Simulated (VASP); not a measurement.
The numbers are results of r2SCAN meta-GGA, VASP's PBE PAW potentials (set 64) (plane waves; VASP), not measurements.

VASP ran on this input.

File POSCAR:
```
Cr2O3
1
    4.7751768131    -2.4747036253     0.0108809489
    4.7751768131     2.4747036253     0.0108809489
    3.4833655574    -0.0000000000     4.0978968939
Cr O
4 6
Direct
  0.8469914222   0.8469914222   0.8469914222
  0.3469914222   0.3469914222   0.3469914222
  0.1530085778   0.1530085778   0.1530085778
  0.6530085778   0.6530085778   0.6530085778
  0.4424215744   0.0575784256   0.7500000000
  0.0575784256   0.7500000000   0.4424215744
  0.5575784256   0.9424215744   0.2500000000
  0.2500000000   0.5575784256   0.9424215744
  0.9424215744   0.2500000000   0.5575784256
  0.7500000000   0.4424215744   0.0575784256
```

File KPOINTS:
```
Automatic mesh
0
Gamma
5 5 5
0 0 0
```

### INCAR
```
ISIF=3
MAGMOM=-2.8 -2.8 2.8 2.8 0.0 0.0 0.0 0.0 0.0 0.0
ALGO=Normal   ! blocked Davidson
LMAXMIX=4
IBRION=2   ! conjugate gradients
ISMEAR=0   ! Gaussian
NELM=100
LASPH=T   ! aspherical one-centre terms
SYSTEM=Cr2O3
LORBIT=10
LWAVE=F
EDIFF=1E-6
LMIXTAU=T
ENCUT=520   ! plane-wave cut-off (eV)
METAGGA=R2SCAN
EDIFFG=-0.02
LREAL=F
LCHARG=F
PREC=Accurate
SIGMA=0.05   ! width (eV)
ISPIN=2   ! spin-polarised
NSW=60   ! most ionic steps
```

POTCAR, in this order: Cr_pv O (PBE.64 set). Program: vasp_std.

Task: What will the output report for the number of irreducible k-points (NKPTS), number of bands (NBANDS), largest plane-wave count, number of space-group operations, FFT grid (NGX, NGY, NGZ)?

Result: 
The number of irreducible k-points (NKPTS) is 19 and the number of bands (NBANDS) is 50. The largest plane-wave count comes out as 2617 and the number of space-group operations is 12. The FFT grid (NGX, NGY, NGZ) comes out as 40 × 40 × 40.

The compound is Cr2O3 in the corundum structure. It was relaxed first. The start is the result of an earlier pass.
